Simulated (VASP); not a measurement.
OSZICAR of a VASP run on FeSi64:

### OSZICAR
```
       N       E                     dE             d eps       ncg     rms          rms(c)
DAV:   1     0.127541230468E+04    0.12754E+04   -0.98904E+04   668   0.114E+03
DAV:   2    -0.184606761300E+03   -0.14600E+04   -0.13710E+04   888   0.214E+02
DAV:   3    -0.342923090908E+03   -0.15832E+03   -0.15132E+03   840   0.663E+01
DAV:   4    -0.349354547557E+03   -0.64315E+01   -0.63674E+01   840   0.196E+01
DAV:   5    -0.349566609453E+03   -0.21206E+00   -0.21115E+00   912   0.339E+00    0.324E+01
RMM:   6    -0.366274878223E+03   -0.16708E+02   -0.16233E+02   830   0.357E+01    0.743E+01
RMM:   7    -0.353316644752E+03    0.12958E+02   -0.40965E+01   683   0.170E+01    0.353E+01
RMM:   8    -0.345095515346E+03    0.82211E+01   -0.14488E+01   711   0.771E+00    0.327E+01
RMM:   9    -0.344684147729E+03    0.41137E+00   -0.14768E+01   719   0.104E+01    0.207E+01
RMM:  10    -0.342672450666E+03    0.20117E+01   -0.22920E+00   709   0.420E+00    0.144E+01
RMM:  11    -0.341808544284E+03    0.86391E+00   -0.86665E-01   747   0.144E+00    0.113E+01
RMM:  12    -0.341343006183E+03    0.46554E+00   -0.38054E-01   756   0.857E-01    0.679E+00
RMM:  13    -0.341387130725E+03   -0.44125E-01   -0.34186E-02   779   0.453E-01    0.653E+00
RMM:  14    -0.341384989294E+03    0.21414E-02   -0.25605E-02   718   0.279E-01    0.586E+00
RMM:  15    -0.341379869973E+03    0.51193E-02   -0.56064E-02   738   0.399E-01    0.483E+00
RMM:  16    -0.341412448847E+03   -0.32579E-01   -0.13277E-01   875   0.603E-01    0.381E+00
RMM:  17    -0.341435242308E+03   -0.22793E-01   -0.10191E-02   714   0.296E-01    0.355E+00
RMM:  18    -0.341480374652E+03   -0.45132E-01   -0.32452E-02   794   0.309E-01    0.286E+00
RMM:  19    -0.341520630227E+03   -0.40256E-01   -0.67251E-02   932   0.441E-01    0.187E+00
RMM:  20    -0.341551047868E+03   -0.30418E-01   -0.61474E-02   916   0.444E-01    0.708E-01
RMM:  21    -0.341553780171E+03   -0.27323E-02   -0.67499E-03   688   0.171E-01    0.561E-01
RMM:  22    -0.341553965158E+03   -0.18499E-03   -0.27203E-03   722   0.105E-01    0.455E-01
RMM:  23    -0.341554118490E+03   -0.15333E-03   -0.93524E-04   762   0.594E-02    0.372E-01
RMM:  24    -0.341554170103E+03   -0.51613E-04   -0.33176E-04   739   0.362E-02    0.265E-01
RMM:  25    -0.341554192531E+03   -0.22428E-04   -0.18290E-04   628   0.278E-02    0.183E-01
RMM:  26    -0.341554178056E+03    0.14476E-04   -0.51550E-05   505   0.155E-02    0.146E-01
RMM:  27    -0.341554143929E+03    0.34127E-04   -0.37825E-05   468   0.126E-02    0.942E-02
RMM:  28    -0.341554131921E+03    0.12008E-04   -0.14201E-05   423   0.936E-03    0.708E-02
RMM:  29    -0.341554125641E+03    0.62799E-05   -0.16599E-05   431   0.803E-03
   1 F= -.34155413E+03 E0= -.34155298E+03  d E =-.341554E+03  mag=    -2.9773
       N       E                     dE             d eps       ncg     rms          rms(c)
DAV:   1    -0.341651371235E+03   -0.97239E-01   -0.34656E+00   744   0.342E+00    0.972E-01
RMM:   2    -0.341684270979E+03   -0.32900E-01   -0.23249E-01   673   0.146E+00    0.160E+00
RMM:   3    -0.341672325021E+03    0.11946E-01   -0.82364E-02   771   0.926E-01    0.596E-01
RMM:   4    -0.341670876613E+03    0.14484E-02   -0.17346E-02   755   0.322E-01    0.231E-01
RMM:   5    -0.341670734813E+03    0.14180E-03   -0.43462E-03   750   0.134E-01    0.144E-01
RMM:   6    -0.341670733684E+03    0.11290E-05   -0.99730E-04   752   0.707E-02    0.648E-02
RMM:   7    -0.341670753556E+03   -0.19873E-04   -0.30492E-04   725   0.367E-02    0.184E-02
RMM:   8    -0.341670756508E+03   -0.29515E-05   -0.47109E-05   467   0.161E-02
   2 F= -.34167076E+03 E0= -.34166965E+03  d E =-.116631E+00  mag=    -2.9761
       N       E                     dE             d eps       ncg     rms          rms(c)
DAV:   1    -0.341671390131E+03   -0.63657E-03   -0.27610E-02   800   0.306E-01    0.888E-02
RMM:   2    -0.341671659667E+03   -0.26954E-03   -0.18164E-03   674   0.125E-01    0.146E-01
RMM:   3    -0.341671558027E+03    0.10164E-03   -0.65981E-04   741   0.837E-02    0.552E-02
RMM:   4    -0.341671546983E+03    0.11043E-04   -0.14199E-04   613   0.308E-02    0.189E-02
RMM:   5    -0.341671546566E+03    0.41733E-06   -0.34345E-05   460   0.152E-02
   3 F= -.34167155E+03 E0= -.34167045E+03  d E =-.117421E+00  mag=    -2.9762
       N       E                     dE             d eps       ncg     rms          rms(c)
DAV:   1    -0.341685996621E+03   -0.14450E-01   -0.35104E-01   728   0.111E+00    0.304E-01
RMM:   2    -0.341687415749E+03   -0.14191E-02   -0.15445E-02   668   0.339E-01    0.138E-01
RMM:   3    -0.341687818144E+03   -0.40239E-03   -0.43588E-03   799   0.176E-01    0.116E-01
RMM:   4    -0.341687989591E+03   -0.17145E-03   -0.14768E-03   793   0.101E-01    0.164E-01
RMM:   5    -0.341687812181E+03    0.17741E-03   -0.38805E-04   621   0.541E-02    0.484E-02
RMM:   6    -0.341687806083E+03    0.60980E-05   -0.12825E-04   627   0.216E-02    0.218E-02
RMM:   7    -0.341687809987E+03   -0.39043E-05   -0.38491E-05   489   0.132E-02
   4 F= -.34168781E+03 E0= -.34168674E+03  d E =-.162634E-01  mag=    -2.9768
       N       E                     dE             d eps       ncg     rms          rms(c)
DAV:   1    -0.341689745609E+03   -0.19395E-02   -0.12544E-01   744   0.665E-01    0.184E-01
RMM:   2    -0.341690271540E+03   -0.52593E-03   -0.56024E-03   668   0.203E-01    0.840E-02
RMM:   3    -0.341690431102E+03   -0.15956E-03   -0.15972E-03   791   0.108E-01    0.793E-02
RMM:   4    -0.341690480042E+03   -0.48940E-04   -0.55159E-04   738   0.634E-02    0.957E-02
RMM:   5    -0.341690421457E+03    0.58585E-04   -0.13378E-04   529   0.343E-02    0.286E-02
RMM:   6    -0.341690420082E+03    0.13755E-05   -0.52764E-05   494   0.144E-02
   5 F= -.34169042E+03 E0= -.34168936E+03  d E =-.188735E-01  mag=    -2.9770
       N       E                     dE             d eps       ncg     rms          rms(c)
DAV:   1    -0.341695194306E+03   -0.47728E-02   -0.21641E-01   712   0.844E-01    0.233E-01
RMM:   2    -0.341696230256E+03   -0.10359E-02   -0.63516E-03   670   0.244E-01    0.244E-01
RMM:   3    -0.341696489358E+03   -0.25910E-03   -0.34834E-03   749   0.176E-01    0.239E-01
RMM:   4    -0.341696141341E+03    0.34802E-03   -0.99021E-04   749   0.911E-02    0.514E-02
RMM:   5    -0.341696149308E+03   -0.79666E-05   -0.21010E-04   643   0.302E-02    0.301E-02
RMM:   6    -0.341696149739E+03   -0.43146E-06   -0.58679E-05   514   0.167E-02
   6 F= -.34169615E+03 E0= -.34169509E+03  d E =-.572966E-02  mag=    -2.9772
       N       E                     dE             d eps       ncg     rms          rms(c)
DAV:   1    -0.341697139097E+03   -0.98979E-03   -0.19677E-01   712   0.804E-01    0.222E-01
RMM:   2    -0.341698084020E+03   -0.94492E-03   -0.57396E-03   671   0.225E-01    0.229E-01
RMM:   3    -0.341698326552E+03   -0.24253E-03   -0.31027E-03   750   0.166E-01    0.230E-01
RMM:   4    -0.341698003077E+03    0.32347E-03   -0.84283E-04   739   0.860E-02    0.484E-02
RMM:   5    -0.341698014573E+03   -0.11496E-04   -0.21434E-04   630   0.282E-02    0.283E-02
RMM:   6    -0.341698014842E+03   -0.26924E-06   -0.47565E-05   504   0.153E-02
   7 F= -.34169801E+03 E0= -.34169696E+03  d E =-.759476E-02  mag=    -2.9773
       N       E                     dE             d eps       ncg     rms          rms(c)
DAV:   1    -0.341699337415E+03   -0.13228E-02   -0.79653E-02   712   0.527E-01    0.137E-01
RMM:   2    -0.341699614657E+03   -0.27724E-03   -0.23042E-03   669   0.137E-01    0.655E-02
RMM:   3    -0.341699700965E+03   -0.86308E-04   -0.67643E-04   825   0.687E-02    0.333E-02
RMM:   4    -0.341699718926E+03   -0.17962E-04   -0.13497E-04   600   0.312E-02    0.477E-02
RMM:   5    -0.341699706203E+03    0.12723E-04   -0.43097E-05   453   0.231E-02    0.215E-02
RMM:   6    -0.341699705018E+03    0.11853E-05   -0.21331E-05   434   0.103E-02
   8 F= -.34169971E+03 E0= -.34169865E+03  d E =-.169018E-02  mag=    -2.9772
       N       E                     dE             d eps       ncg     rms          rms(c)
DAV:   1    -0.341699759602E+03   -0.53399E-04   -0.71564E-03   768   0.158E-01    0.418E-02
RMM:   2    -0.341699786537E+03   -0.26935E-04   -0.21536E-04   668   0.440E-02    0.228E-02
RMM:   3    -0.341699799025E+03   -0.12489E-04   -0.73966E-05   591   0.249E-02    0.270E-02
RMM:   4    -0.341699797080E+03    0.19450E-05   -0.30199E-05   443   0.189E-02
   9 F= -.34169980E+03 E0= -.34169874E+03  d E =-.178224E-02  mag=    -2.9772
       N       E                     dE             d eps       ncg     rms          rms(c)
DAV:   1    -0.341700255191E+03   -0.45617E-03   -0.33209E-02   712   0.340E-01    0.910E-02
RMM:   2    -0.341700384818E+03   -0.12963E-03   -0.10020E-03   668   0.952E-02    0.688E-02
RMM:   3    -0.341700468275E+03   -0.83457E-04   -0.48903E-04   736   0.664E-02    0.958E-02
RMM:   4    -0.341700409604E+03    0.58671E-04   -0.19101E-04   575   0.384E-02    0.257E-02
RMM:   5    -0.341700409607E+03   -0.28740E-08   -0.35218E-05   472   0.170E-02
  10 F= -.34170041E+03 E0= -.34169935E+03  d E =-.612527E-03  mag=    -2.9772
```

### Question
Which electronic solver shows in the log?

### Answer
It is blocked Davidson (ALGO = Normal, or the opening steps of other solvers) and then RMM-DIIS (ALGO = Fast or VeryFast). The INCAR had ALGO = Fast.

### Question
How was spin treated?

### Answer
Collinear spin (ISPIN = 2): the summary line carries one mag value, -2.98 μB in the cell.

### Question
Can the final energy be trusted as converged?

### Answer
Self-consistency was reached. It stopped with EDIFF = 1E-5, NELM = 100, NSW = 60 and EDIFFG = -0.03 after 10 ionic steps (PBE GGA, plane waves, VASP's PBE PAW potentials (set 64)). The cell is charged, with a uniform compensating background. The supercell is sampled at Γ alone, which is coarse: total energies, pressure and levels can be off, energies of defects by several tenths of an eV.

The cell is a supercell with a defect, built from Si (diamond): Fe_i, charge -1.
